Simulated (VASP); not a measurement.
Input:

```xyz
8
Lattice="4.2578 -0.4224 0.0000 -0.4224 4.2578 0.0000 0.0000 0.0000 7.4266" Properties=species:S:1:pos:R:3 pbc="T T T"
Sn     0.0000     0.0000     6.6795
Sn     0.9588     0.9588     2.6038
Sn     1.9177     1.9177     6.6795
Sn     2.8765     2.8765     2.6038
C      2.1289    -0.2112     4.3294
C      3.0877     0.7477     4.9538
C     -0.2112     2.1289     4.3294
C      0.7477     3.0877     4.9538
```

Computed with PBEsol GGA, VASP's PBE PAW potentials (set 64) (plane waves; VASP 6.6.1). Numerical set-up: 520 eV cut-off, 8×8×5 Γ-centred mesh, tetrahedra with Blöchl corrections, potentials Sn_d C.

The cores are frozen, which limits the accuracy of field gradients. Without a dispersion term in the relaxation, distances and binding between the weakly bound layers, chains or molecules are unreliable, and so is what depends on them.

Problem. Give the principal components of the electric field gradient (V/Å²) and the asymmetry η at each nucleus.

Solution. 
| atom | Vxx | Vyy | Vzz | η |
|---|---|---|---|---|
| Sn1 | 108.4 | 19.4 | -127.7 | 0.70 |
| Sn2 | 108.4 | 19.4 | -127.7 | 0.70 |
| Sn3 | 108.4 | 19.4 | -127.7 | 0.70 |
| Sn4 | 108.4 | 19.4 | -127.7 | 0.70 |
| C5 | 9.8 | 1.1 | -10.9 | 0.80 |
| C6 | 9.8 | 1.1 | -10.9 | 0.80 |
| C7 | 9.8 | 1.1 | -10.9 | 0.80 |
| C8 | 9.8 | 1.1 | -10.9 | 0.80 |

The structure was generated: Sn4C4 was put into an ordered model structure (Pmma), which need not be its known phase. It was relaxed first.
